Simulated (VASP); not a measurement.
Output of a VASP run:

OUTCAR:
```
 ion  position               nearest neighbor table
   1  0.000  0.000  0.000-   2 2.46   2 2.46   2 2.46   2 2.46
   2  0.250  0.250  0.250-   1 2.46   1 2.46   1 2.46   1 2.46
  LATTYP: Found a face centered cubic cell.
 ALAT       =     5.6700000000
 Subroutine PRICEL returns:
 Original cell was already a primitive cell.
 Subroutine GETGRP returns: Found 24 space group operations
The static configuration has the point symmetry T_d .
The dynamic configuration has the point symmetry T_d .
 Subroutine INISYM returns: Found 24 space group operations
 Subroutine IBZKPT returns following result:
 Found     47 irreducible k-points:

 Following reciprocal coordinates:
            Coordinates               Weight
  0.000000  0.000000  0.000000      1.000000
  0.100000  0.000000  0.000000      8.000000
  0.200000  0.000000  0.000000      8.000000
  0.300000  0.000000  0.000000      8.000000
  0.400000  0.000000  0.000000      8.000000
  0.500000  0.000000  0.000000      4.000000
  0.100000  0.100000  0.000000      6.000000
  0.200000  0.100000  0.000000     24.000000
  0.300000  0.100000  0.000000     24.000000
  0.400000  0.100000  0.000000     24.000000
  0.500000  0.100000  0.000000     24.000000
 -0.400000  0.100000  0.000000     24.000000
 -0.300000  0.100000  0.000000     24.000000
 -0.200000  0.100000  0.000000     24.000000
 -0.100000  0.100000  0.000000     12.000000
  0.200000  0.200000  0.000000      6.000000
  0.300000  0.200000  0.000000     24.000000
  0.400000  0.200000  0.000000     24.000000
  0.500000  0.200000  0.000000     24.000000
 -0.400000  0.200000  0.000000     24.000000
 -0.300000  0.200000  0.000000     24.000000
 -0.200000  0.200000  0.000000     12.000000
  0.300000  0.300000  0.000000      6.000000
  0.400000  0.300000  0.000000     24.000000
  0.500000  0.300000  0.000000     24.000000
 -0.400000  0.300000  0.000000     24.000000
 -0.300000  0.300000  0.000000     12.000000
  0.400000  0.400000  0.000000      6.000000
  0.500000  0.400000  0.000000     24.000000
 -0.400000  0.400000  0.000000     12.000000
  0.500000  0.500000  0.000000      3.000000
  0.300000  0.200000  0.100000     24.000000
  0.400000  0.200000  0.100000     48.000000
  0.500000  0.200000  0.100000     48.000000
 -0.400000  0.200000  0.100000     24.000000
  0.400000  0.300000  0.100000     24.000000
  0.500000  0.300000  0.100000     48.000000
 -0.400000  0.300000  0.100000     48.000000
 -0.300000  0.300000  0.100000     48.000000
 -0.200000  0.300000  0.100000     24.000000
   k-points           NKPTS =     47   k-points in BZ     NKDIM =     47   number of bands    NBANDS=     13
   number of dos      NEDOS =    301   number of ions     NIONS =      2
   total plane-waves  NPLWV =  13824
   dimension x,y,z NGX =    24 NGY =   24 NGZ =   24
   dimension x,y,z NGXF=    48 NGYF=   48 NGZF=   48
   ions per type =               1   1
   PREC   = accura    normal or accurate (medium, high low for compatibility)
   ISTART =      0    job   : 0-new  1-cont  2-samecut
   ICHARG =      2    charge: 1-file 2-atom 10-const
   ISPIN  =      1    spin polarized calculation?
   LNONCOLLINEAR =      F non collinear calculations
   LSORBIT =      F    spin-orbit coupling
   INIWAV =      1    electr: 0-lowe 1-rand  2-diag
   ENCUT  =  300.0 eV  22.05 Ry    4.70 a.u.   5.66  5.66  5.66*2*pi/ulx,y,z
   NELM   =    100;   NELMIN=  2; NELMDL= -5     # of ELM steps
   EDIFF  = 0.1E-05   stopping-criterion for ELM
   LREAL  =      F    real-space projection
   NLSPLINE    = F    spline interpolate recip. space projectors
   LMAXMIX     =    4 max onsite mixed and CHGCAR
   VOSKOWN=      0    Vosko Wilk Nusair interpolation
   EDIFFG = 0.1E-04   stopping-criterion for IOM
   NSW    =      0    number of steps for IOM
   NBLOCK =      1;   KBLOCK =      1    inner block; outer block
   IBRION =     -1    ionic relax: 0-MD 1-quasi-New 2-CG
...
```

OSZICAR:
```
       N       E                     dE             d eps       ncg     rms          rms(c)
DAV:   1     0.661422775109E+02    0.66142E+02   -0.66842E+03  1230   0.107E+03
DAV:   2    -0.274736468088E+01   -0.68890E+02   -0.66338E+02  1367   0.219E+02
DAV:   3    -0.628203071936E+01   -0.35347E+01   -0.35231E+01  1477   0.533E+01
DAV:   4    -0.630692879005E+01   -0.24898E-01   -0.24892E-01  1347   0.484E+00
DAV:   5    -0.630705756420E+01   -0.12877E-03   -0.12877E-03  1442   0.323E-01    0.498E+00
DAV:   6    -0.603831647515E+01    0.26874E+00   -0.66210E-01  1777   0.273E+01    0.372E+00
DAV:   7    -0.602042766567E+01    0.17889E-01   -0.18792E-01  1342   0.403E+00    0.155E+00
DAV:   8    -0.602055804182E+01   -0.13038E-03   -0.40764E-03  1443   0.609E-01    0.468E-01
DAV:   9    -0.602077607617E+01   -0.21803E-03   -0.10809E-03  1332   0.272E-01    0.682E-02
DAV:  10    -0.602085966986E+01   -0.83594E-04   -0.12694E-04  1400   0.100E-01    0.178E-02
DAV:  11    -0.602087399828E+01   -0.14328E-04   -0.28280E-05  1362   0.440E-02    0.587E-03
DAV:  12    -0.602087528963E+01   -0.12913E-05   -0.33737E-06  1427   0.200E-02    0.452E-03
DAV:  13    -0.602087522720E+01    0.62426E-07   -0.61447E-07   926   0.998E-03
   1 F= -.60208752E+01 E0= -.60208752E+01  d E =-.213059E-13
```

**OUTCAR**
```
------------------------ aborting loop because EDIFF is reached ----------------------------------------
  FORCE on cell =-STRESS in cart. coord.  units (eV):
  Direction    XX          YY          ZZ          XY          YZ          ZX
  --------------------------------------------------------------------------------------
  Total        0.6208286      0.6208286      0.6208286      0.0000000      0.0000000      0.0000000
  in kB       21.8269520     21.8269520     21.8269520      0.0000000      0.0000000      0.0000000
  external PRESSURE =      21.8269520 kB  Pullay stress =       0.0000000 kB
  volume of cell :       45.57
      direct lattice vectors                 reciprocal lattice vectors
     0.000000000  2.835000000  2.835000000    -0.176366843  0.176366843  0.176366843
     2.835000000  0.000000000  2.835000000     0.176366843 -0.176366843  0.176366843
     2.835000000  2.835000000  0.000000000     0.176366843  0.176366843 -0.176366843
  FREE ENERGIE OF THE ION-ELECTRON SYSTEM (eV)
  ---------------------------------------------------
  free  energy   TOTEN  =        -6.0208752272 eV

  energy  without entropy=       -6.0208752272  energy(sigma->0) =       -6.02087523
```
(Selected blocks of OUTCAR.)

### POSCAR
```
ZnSe
1
    0.0000000000     2.8350000000     2.8350000000
    2.8350000000     0.0000000000     2.8350000000
    2.8350000000     2.8350000000     0.0000000000
Zn Se
1 1
Direct
  0.0000000000   0.0000000000   0.0000000000
  0.2500000000   0.2500000000   0.2500000000
```

**Question.** Write an INCAR and KPOINTS that could have produced this output.

**Answer.** Several could match; the one computed here: the input of the run itself, PBE GGA, plane waves, VASP's PBE PAW potentials (set 64).

File KPOINTS:
```
Automatic mesh
0
Gamma
10 10 10
0 0 0
```

### INCAR
```
GGA = PE
PREC = Accurate
LMAXMIX = 4
EDIFF = 1E-6
ISIF = 2   # forces and stress, cell fixed
ENCUT = 300   # plane-wave cut-off (eV)
ALGO = Normal
ISMEAR = -1   # Fermi-Dirac
LREAL = .False.   # projection in real space or not
NELM = 100   # most electronic steps
SIGMA = 0.01
LCHARG = .False.
SYSTEM = ZnSe
LWAVE = .False.
LASPH = .True.
```

POTCAR, in this order: Zn Se (PBE.64 set). Program: vasp_std.

At this cut-off the stress carries a Pulay error, which pulls relaxed volumes low.

The structure is a typed ZnSe crystal (F-43m). The cell was not relaxed at this level.
